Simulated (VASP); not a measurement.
## FCClBrH: single point with BLYP+D3(BJ)

Molecule: FCClBrH, in a box.

```
CELL_PARAMETERS angstrom
12.00000 0.00000 0.00000
0.00000 12.00000 0.00000
0.00000 0.00000 12.00000
ATOMIC_POSITIONS crystal
F 0.45941 0.51288 0.60628
C 0.50262 0.50762 0.50353
Cl 0.61482 0.41412 0.50179
Br 0.38734 0.46472 0.39939
H 0.53238 0.58938 0.47835
```

- Program: VASP 6.6.1
- Task: single point
- Functional: BLYP
- Dispersion: D3(BJ)
- Potentials or basis: VASP PAW PBE potentials, release 64 (F_s, C_s, Cl, Br, H_s)
- Cutoff: 400 eV
- k mesh: 1 × 1 × 1
- Occupations: gaussian, width 0.01 eV
- Spin: no spin polarisation
- Further INCAR settings: ALGO = Normal; EDIFF = 1e-06

```
Largest force                   : 2.684 eV/Å
Gap between the frontier levels : 5.09 eV
Dispersion energy per atom      : -0.051 eV
```

Forces in eV/Å, atoms in the order of the input:
```
F   -1.031  0.179  2.472
C    1.008  0.306 -1.828
Cl   0.623 -0.456 -0.005
Br  -0.651 -0.195 -0.593
H    0.051  0.166 -0.046
```

Levels at points of the mesh, in eV from the valence-band top:
| k point | band 9 | band 10 | band 11 | band 12 | band 13 | band 14 | band 15 | band 16 | band 17 |
| --- | --- | --- | --- | --- | --- | --- | --- | --- | --- |
| (0.00, 0.00, 0.00) | -2.43 | -1.20 | -0.74 | -0.19 | 0.00 | 5.09 | 6.38 | 6.49 | 7.37 |

It took 8.1 min on 1 thread of AMD EPYC 7R43 64-Core Processor (Zen 3), with other jobs on the host, peak memory 1 GiB.

Caveat: the PAW data sets were made with another functional, which shifts forces and pressure a little. As with any semilocal functional, this BLYP gap is likely too small.
